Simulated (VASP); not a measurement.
All values below come from revPBE GGA, VASP's PBE PAW potentials (set 64) (plane waves; VASP).

VASP ran on this input.

### KPOINTS
```
kpoints
0
Gamma
 10 10 10
```

### INCAR
```
SYSTEM = LiF
PREC = Accurate; ENCUT = 520; LREAL = F
LASPH = T
EDIFF = 1E-6; NELM = 100; ALGO = Normal
ISMEAR = 0; SIGMA = 0.05
GGA = RE
IBRION = 2; NSW = 60; ISIF = 3
EDIFFG = -0.01
LWAVE = F; LCHARG = F
```

File POSCAR:
```
LiF
1
    0.0000000000     2.0613701790     2.0613701790
    2.0613701790     0.0000000000     2.0613701790
    2.0613701790     2.0613701790     0.0000000000
Li F
1 1
Direct
  0.0000000000   0.0000000000   0.0000000000
  0.5000000000   0.5000000000   0.5000000000
```

POTCAR, in this order: Li_sv F (PBE.64 set). Program: vasp_std.

The resulting files:

**OSZICAR**
```
       N       E                     dE             d eps       ncg     rms          rms(c)
DAV:   1     0.341961172288E+02    0.34196E+02   -0.57414E+03   886   0.112E+03
DAV:   2    -0.859954388729E+01   -0.42796E+02   -0.42329E+02   901   0.214E+02
DAV:   3    -0.972555642929E+01   -0.11260E+01   -0.11241E+01  1169   0.331E+01
DAV:   4    -0.973435632118E+01   -0.87999E-02   -0.87972E-02  1112   0.298E+00
DAV:   5    -0.973438515971E+01   -0.28839E-04   -0.28838E-04  1085   0.117E-01    0.466E+00
DAV:   6    -0.919265068810E+01    0.54173E+00   -0.30077E+00   858   0.134E+01    0.147E+00
DAV:   7    -0.920493877080E+01   -0.12288E-01   -0.20693E-02  1048   0.165E+00    0.901E-01
DAV:   8    -0.922039656923E+01   -0.15458E-01   -0.28526E-02  1078   0.209E+00    0.113E-01
DAV:   9    -0.922064906856E+01   -0.25250E-03   -0.12708E-03  1010   0.381E-01    0.470E-02
DAV:  10    -0.922078782626E+01   -0.13876E-03   -0.32992E-04   958   0.169E-01    0.122E-02
DAV:  11    -0.922079339947E+01   -0.55732E-05   -0.90227E-06  1165   0.342E-02    0.331E-03
DAV:  12    -0.922079302338E+01    0.37608E-06   -0.16779E-06   941   0.145E-02
   1 F= -.92207930E+01 E0= -.92207930E+01  d E =-.922079E+01
       N       E                     dE             d eps       ncg     rms          rms(c)
DAV:   1    -0.922167144966E+01   -0.87805E-03   -0.15559E-02   847   0.128E+00    0.229E-01
DAV:   2    -0.922091923512E+01    0.75221E-03   -0.43808E-03   868   0.546E-01    0.425E-02
DAV:   3    -0.922090356767E+01    0.15667E-04   -0.22956E-05  1166   0.603E-02    0.243E-02
DAV:   4    -0.922089396398E+01    0.96037E-05   -0.90762E-06  1398   0.317E-02    0.155E-03
DAV:   5    -0.922089354801E+01    0.41597E-06   -0.27636E-07   517   0.596E-03
   2 F= -.92208935E+01 E0= -.92208935E+01  d E =-.100525E-03
       N       E                     dE             d eps       ncg     rms          rms(c)
DAV:   1    -0.922132532030E+01   -0.43136E-03   -0.78877E-03   847   0.912E-01    0.164E-01
DAV:   2    -0.922094305876E+01    0.38226E-03   -0.22375E-03   866   0.390E-01    0.304E-02
DAV:   3    -0.922093492237E+01    0.81364E-05   -0.11758E-05  1155   0.432E-02    0.174E-02
DAV:   4    -0.922092933070E+01    0.55917E-05   -0.46149E-06  1437   0.226E-02    0.112E-03
DAV:   5    -0.922092903194E+01    0.29876E-06   -0.13573E-07   434   0.416E-03
   3 F= -.92209290E+01 E0= -.92209290E+01  d E =-.136009E-03
```

**OUTCAR**
```
------------------------ aborting loop because EDIFF is reached ----------------------------------------
  FORCE on cell =-STRESS in cart. coord.  units (eV):
  Direction    XX          YY          ZZ          XY          YZ          ZX
  --------------------------------------------------------------------------------------
  Total        0.0099496      0.0099496      0.0099496      0.0000000     -0.0000000     -0.0000000
  in kB        0.9054052      0.9054052      0.9054052      0.0000000     -0.0000000     -0.0000000
  external PRESSURE =       0.9054052 kB  Pullay stress =       0.0000000 kB
  volume of cell :       17.61
      direct lattice vectors                 reciprocal lattice vectors
     0.000000000  2.064815994  2.064815994    -0.242152328  0.242152328  0.242152328
     2.064815994 -0.000000000  2.064815994     0.242152328 -0.242152328  0.242152328
     2.064815994  2.064815994 -0.000000000     0.242152328  0.242152328 -0.242152328
  FREE ENERGIE OF THE ION-ELECTRON SYSTEM (eV)
  ---------------------------------------------------
  free  energy   TOTEN  =        -9.2209290319 eV

  energy  without entropy=       -9.2209290319  energy(sigma->0) =       -9.22092903

 reached required accuracy - stopping structural energy minimisation
```
(Selected blocks of OUTCAR.)

**CONTCAR**
```
LiF
   1.00000000000000
     0.0000000000000000    2.0648159938763317    2.0648159938763317
     2.0648159938763317   -0.0000000000000000    2.0648159938763317
     2.0648159938763317    2.0648159938763317   -0.0000000000000000
  Li              F
     1     1
Direct
     0.0000000000000000    0.0000000000000000    0.0000000000000000
     0.5000000000000000    0.5000000000000000    0.5000000000000000
```

The compound is LiF in the rock salt structure. This run relaxes it. Symmetry was kept, so distortions that lower it aren't found. The start is the result of an earlier pass.
